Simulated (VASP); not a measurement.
Set up this calculation in VASP 6.6.1, as the native input.

```yaml
Task: density of states
Functional: PBE
Potentials_or_basis: VASP PAW PBE potentials, release 64 (Ni, Mo_sv, Pd, Ir, W_sv)
Cutoff: 520 eV
k_mesh: 11 × 11 × 3
Occupations: fermi-dirac, width 0.05 eV
Spin: collinear spin, ferromagnetic start
Starting_moments: "[1.0, 1.0, 0.0, 0.6, 0.0] μB"
k_mesh_for_the_DOS: 17 × 17 × 5
Occupations_for_the_DOS: tetrahedron
Further_INCAR_settings: ALGO = Normal; EDIFF = 1e-07; NBANDS = 40
```

The system is NiMoIrPdW.

```
Ni Mo Pd Ir W
1.0
     2.34460   -1.43138    0.00906
     2.34460    1.43138    0.00906
    -2.20600    0.00000   10.92374
Ni Mo Pd Ir W
1 1 1 1 1
Direct
  0.49838 0.49838 0.29525
  0.31773 0.31773 0.91207
  0.24733 0.24733 0.49061
  0.74982 0.74982 0.10802
  0.68673 0.68673 0.69406
```

The cell was built by a generator and needn't be a form met in nature.

The input as run:

POSCAR

```
NiMoIrPdW
1.0
    2.3446000000     -1.4313800000      0.0090600000
    2.3446000000      1.4313800000      0.0090600000
   -2.2060000000      0.0000000000     10.9237400000
Ni Mo Pd Ir W
1 1 1 1 1
Direct
    0.4983800000      0.4983800000      0.2952500000
    0.3177300000      0.3177300000      0.9120700000
    0.2473300000      0.2473300000      0.4906100000
    0.7498200000      0.7498200000      0.1080200000
    0.6867300000      0.6867300000      0.6940600000
```

INCAR.step1

```
PREC = Accurate
ENCUT = 520
EDIFF = 1E-7
ISMEAR = -1
SIGMA = 0.05
LREAL = F
LASPH = T
NELM = 150
ALGO = Normal
ISIF = 2
LWAVE = F
LCHARG = T
ISPIN = 2
MAGMOM = 1 1 0 0.6 0
LMAXMIX = 4
GGA = PE
NBANDS = 40
KPAR = 4
```

KPOINTS.step1

```
regular mesh
0
Gamma
  11 11 3
```

INCAR.step2

```
PREC = Accurate
ENCUT = 520
EDIFF = 1E-7
ISMEAR = -5
SIGMA = 0.05
LREAL = F
LASPH = T
NELM = 150
ALGO = Normal
ISIF = 2
LWAVE = F
LCHARG = F
ISPIN = 2
MAGMOM = 1 1 0 0.6 0
LORBIT = 10
LMAXMIX = 4
GGA = PE
NBANDS = 40
KPAR = 4
NEDOS = 2001
ICHARG = 11
```

KPOINTS.step2

```
regular mesh
0
Gamma
  17 17 5
```

Potentials or basis: VASP PAW PBE potentials, release 64 (Ni, Mo_sv, Pd, Ir, W_sv).

Command:

```bash
$ cat potpaw_PBE.64/Ni/POTCAR potpaw_PBE.64/Mo_sv/POTCAR potpaw_PBE.64/Pd/POTCAR potpaw_PBE.64/Ir/POTCAR potpaw_PBE.64/W_sv/POTCAR > POTCAR
$ cp INCAR.step1 INCAR
$ cp KPOINTS.step1 KPOINTS
$ mpirun -np 4 vasp_std > vasp.out
$ cp INCAR.step2 INCAR
$ cp KPOINTS.step2 KPOINTS
$ mpirun -np 4 vasp_std > vasp.out
```

Results of the run:

```json
{
  "Net moment": "0.00 μB per cell",
  "Valence electrons inside the program's atomic spheres": "Ni 9.17; Mo 12.52; Pd 9.56; Ir 8.36; W 12.02"
}
```

It took 5.7 min on 4 MPI ranks on AMD EPYC 9R45 96-Core Processor (Zen 5) (shared host), peak memory 1.7 GiB a rank.
